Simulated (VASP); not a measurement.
A run of VASP 6.6.1:

The input INCAR:

```
SYSTEM = CdS
PREC = Accurate ; ENCUT = 520
EDIFF = 1E-6 ; ISMEAR = 0
SIGMA = 0.05 ; LREAL = .False.
LASPH = .True. ; NELM = 100
ALGO = Fast ; ISIF = 2
LWAVE = .False. ; LCHARG = .False.
GGA = PE ; NBANDS = 26
```

File KPOINTS:

```
regular mesh
0
Gamma
  9 9 6
  0 0 0
```

Contents of POSCAR:

```
CdS
1.0
    4.2513332376      0.0000000000      0.0000000000
   -2.1256666188      3.6817625837      0.0000000000
    0.0000000000      0.0000000000      6.3840749890
Cd S
2 2
Direct
    0.3333333333      0.6666666667      0.0000000000
    0.6666666667      0.3333333333      0.5000000000
    0.3333333333      0.6666666667      0.3850000000
    0.6666666667      0.3333333333      0.8850000000
```

Potentials or basis: VASP PAW PBE potentials, release 64 (Cd, S).

Launch:

```console
$ cat potpaw_PBE.64/Cd/POTCAR potpaw_PBE.64/S/POTCAR > POTCAR
$ mpirun -np 1 vasp_std > vasp.out
```

Hardware: 1 thread of Intel(R) Xeon(R) Platinum 8259CL CPU @ 2.50GHz (Skylake/Cascade Lake) (shared host).

Question: How long does it take, and how much memory?

Answer: Wall time 100 s on 1 thread of Intel(R) Xeon(R) Platinum 8259CL CPU @ 2.50GHz (Skylake/Cascade Lake), with other jobs on the host, peak memory 0.27 GiB. Counts: scf iterations 15, k points 48.
